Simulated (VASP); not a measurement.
OSZICAR of a VASP run on CeO$_{2}$ (fluorite):

**OSZICAR**
```
       N       E                     dE             d eps       ncg     rms          rms(c)
DAV:   1     0.232761432199E+03    0.23276E+03   -0.13232E+04   640   0.216E+03
DAV:   2     0.241886493082E+02   -0.20857E+03   -0.20244E+03   768   0.326E+02
DAV:   3    -0.320916651403E+02   -0.56280E+02   -0.53992E+02   896   0.154E+02
DAV:   4    -0.341070478419E+02   -0.20154E+01   -0.20152E+01   792   0.381E+01
DAV:   5    -0.342291094418E+02   -0.12206E+00   -0.12206E+00  1168   0.782E+00    0.125E+03
DAV:   6    -0.319910914083E+02    0.22380E+01   -0.88573E+01   936   0.577E+01    0.987E+01
DAV:   7    -0.488097182867E+02   -0.16819E+02   -0.58769E+02   968   0.295E+02    0.785E+02
DAV:   8    -0.485847304051E+02    0.22499E+00   -0.29357E+01   896   0.683E+01    0.512E+02
DAV:   9    -0.383108663427E+02    0.10274E+02   -0.11516E+01   880   0.307E+01    0.578E+02
DAV:  10    -0.384217728294E+02   -0.11091E+00   -0.68121E-01   920   0.766E+00    0.568E+02
DAV:  11    -0.383963702934E+02    0.25403E-01   -0.53536E-02  1176   0.146E+00    0.597E+02
DAV:  12    -0.368050666262E+02    0.15913E+01   -0.44015E-01  1032   0.604E+00    0.526E+02
DAV:  13    -0.358360940886E+02    0.96897E+00   -0.19806E-01  1048   0.420E+00    0.455E+02
DAV:  14    -0.338667761220E+02    0.19693E+01   -0.82303E-01  1080   0.871E+00    0.337E+02
DAV:  15    -0.326449829458E+02    0.12218E+01   -0.50200E-01  1200   0.671E+00    0.266E+02
DAV:  16    -0.307892350686E+02    0.18557E+01   -0.14531E+00  1072   0.121E+01    0.164E+02
DAV:  17    -0.302650804104E+02    0.52415E+00   -0.35930E-01  1152   0.546E+00    0.133E+02
DAV:  18    -0.295464339491E+02    0.71865E+00   -0.65289E-01   904   0.834E+00    0.891E+01
DAV:  19    -0.289452464054E+02    0.60119E+00   -0.25087E+00   928   0.143E+01    0.361E+01
DAV:  20    -0.289148581270E+02    0.30388E-01   -0.16398E-01   944   0.308E+00    0.584E+01
DAV:  21    -0.289871099108E+02   -0.72252E-01   -0.13859E+00   960   0.935E+00    0.138E+02
DAV:  22    -0.289556229778E+02    0.31487E-01   -0.28178E+00   968   0.144E+01    0.825E+01
DAV:  23    -0.289082383150E+02    0.47385E-01   -0.11149E+00   944   0.878E+00    0.653E+01
DAV:  24    -0.288987385292E+02    0.94998E-02   -0.68501E-01   968   0.693E+00    0.580E+01
DAV:  25    -0.288771576545E+02    0.21581E-01   -0.21425E-01   936   0.396E+00    0.181E+01
DAV:  26    -0.288771004893E+02    0.57165E-04   -0.92484E-02   936   0.251E+00    0.386E+01
DAV:  27    -0.288684544904E+02    0.86460E-02   -0.28877E-02   928   0.153E+00    0.166E+01
DAV:  28    -0.288672309344E+02    0.12236E-02   -0.14551E-02   944   0.930E-01    0.290E+01
DAV:  29    -0.288621005458E+02    0.51304E-02   -0.17227E-02   864   0.122E+00    0.978E+00
DAV:  30    -0.288617836476E+02    0.31690E-03   -0.21533E-03  1104   0.333E-01    0.127E+01
DAV:  31    -0.288612535447E+02    0.53010E-03   -0.10499E-03   872   0.306E-01    0.714E+00
DAV:  32    -0.288610806855E+02    0.17286E-03   -0.40020E-04  1096   0.179E-01    0.390E+00
DAV:  33    -0.288610517080E+02    0.28978E-04   -0.46331E-05   816   0.532E-02    0.316E+00
DAV:  34    -0.288610174109E+02    0.34297E-04   -0.20376E-04   888   0.131E-01    0.195E-01
DAV:  35    -0.288610178377E+02   -0.42680E-06   -0.13630E-05   976   0.288E-02    0.401E-01
DAV:  36    -0.288610173892E+02    0.44849E-06   -0.19391E-06   576   0.125E-02
   1 F= -.28861017E+02 E0= -.28861017E+02  d E =-.288610E+02
```

**Question.** Which electronic solver shows in the log?

**Answer.** It is blocked Davidson (ALGO = Normal, or the opening steps of other solvers). The INCAR had ALGO = Normal.

**Question.** How was spin treated?

**Answer.** Without spin polarisation: there is no mag entry.

**Question.** Can the final energy be trusted as converged?

**Answer.** The calculation finished and met its thresholds. It stopped with EDIFF = 1E-6, NELM = 100, NSW = 40 and EDIFFG = -0.02 after 1 ionic step (LDA (Ceperley-Alder, Perdew-Zunger), plane waves, VASP's LDA PAW potentials (set 64)).

The compound is CeO2 in the fluorite structure. It was relaxed first. The run is not spin-polarised, so no magnetic state was tried.
